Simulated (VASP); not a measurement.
Consider the following.

```
Hf
1.0
    1.58136    -2.73900     0.00000
    1.58136     2.73900     0.00000
    0.00000     0.00000     5.00279
Hf
2
Direct
  0.33333   0.66667   0.25000
  0.66667   0.33333   0.75000
```

Computed with revTPSS meta-GGA, VASP's PBE PAW potentials (set 64) (plane waves; VASP 6.6.1). Numerical set-up: 520 eV cut-off, 15×15×8 Γ-centred mesh, tetrahedra with Blöchl corrections, potentials Hf_pv.

Q: Give the energies of bands 7 to 13 at the high-symmetry points, in eV from the Fermi level.

A: 
```json
[
 {"band": "7", "Γ": "-7.49", "M": "-3.41", "K": "-2.29", "A": "-5.46", "L": "-3.53", "H": "-1.83"},
 {"band": "8", "Γ": "-3.82", "M": "-2.90", "K": "-1.83", "A": "-5.46", "L": "-3.53", "H": "-1.83"},
 {"band": "9", "Γ": "0.68", "M": "-2.37", "K": "-1.83", "A": "0.12", "L": "-1.06", "H": "-1.56"},
 {"band": "10", "Γ": "1.20", "M": "-0.80", "K": "-1.52", "A": "0.12", "L": "-1.06", "H": "-1.56"},
 {"band": "11", "Γ": "1.20", "M": "0.79", "K": "0.36", "A": "1.08", "L": "1.23", "H": "-0.19"},
 {"band": "12", "Γ": "1.48", "M": "0.90", "K": "0.36", "A": "1.08", "L": "1.23", "H": "-0.19"},
 {"band": "13", "Γ": "2.06", "M": "1.73", "K": "2.10", "A": "1.08", "L": "2.73", "H": "2.59"}
]
```

It has no gap at this level: it comes out as a metal or semimetal.

The compound is Hf in the hcp structure. It was relaxed first.
